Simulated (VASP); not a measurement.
Calculation: r2SCAN+rVV10, VASP's PBE PAW potentials (set 64) (plane waves; VASP).

VASP ran on this input.

INCAR:
```
SYSTEM = PtAl2
PREC = Accurate
ENCUT = 520
EDIFF = 1E-6
NELM = 100
ALGO = Normal
LREAL = .FALSE.
LASPH = .TRUE.
ISMEAR = 1
SIGMA = 0.1
METAGGA = R2SCAN
LUSE_VDW = .TRUE.
BPARAM = 11.95
CPARAM = 0.0093
LMIXTAU = .TRUE.
LMAXMIX = 6
LWAVE = .FALSE.
LCHARG = .FALSE.
IBRION = 2
ISIF = 3
NSW = 60
EDIFFG = -0.02
```

POSCAR:
```
PtAl2
1.0
  0.0000000000   2.9471084780   2.9471084780
  2.9471084780   0.0000000000   2.9471084780
  2.9471084780   2.9471084780   0.0000000000
Al Pt
2 1
Cartesian
  1.4735542390   1.4735542390   1.4735542390
  4.4206627170   4.4206627170   4.4206627170
  0.0000000000   0.0000000000   0.0000000000
```

KPOINTS:
```
kpoints
0
G
  8 8 8
0 0 0
```

POTCAR, in this order: Al Pt (PBE.64 set). Program: vasp_std.

Unless said otherwise, spin-orbit coupling is left out, though it shifts the bands of the heavy elements here.

Q: Estimate the energy per atom (σ→0), volume per atom, band gap (on the k-mesh).

A: 
| Item | Result |
|---|---|
| energy per atom (σ→0) | -22.508 eV/atom |
| band gap (on the k-mesh) | none (metal, semimetal or under 0.01 eV) |
| volume per atom | 17.03 Å³/atom |

File OSZICAR:
```
...
DAV:   1    -0.675231064759E+02   -0.23726E-03   -0.28686E-03   780   0.584E-01    0.862E-02
DAV:   2    -0.675229171449E+02    0.18933E-03   -0.90530E-04   780   0.327E-01    0.239E-02
DAV:   3    -0.675229098511E+02    0.72938E-05   -0.30281E-05   752   0.601E-02    0.848E-03
DAV:   4    -0.675229063040E+02    0.35471E-05   -0.54328E-06   744   0.172E-02    0.347E-03
DAV:   5    -0.675229020300E+02    0.42739E-05   -0.45213E-06   740   0.216E-02    0.162E-03
DAV:   6    -0.675229068345E+02   -0.48044E-05   -0.16321E-06   556   0.114E-02    0.113E-03
DAV:   7    -0.675229067856E+02    0.48854E-07   -0.10060E-07   372   0.293E-03
   3 F= -.67522907E+02 E0= -.67523164E+02  d E =-.601068E-04
```

The compound is PtAl2 in the fluorite structure. This run relaxes it. Symmetry was kept, so distortions that lower it aren't found. The start is the result of an earlier pass.
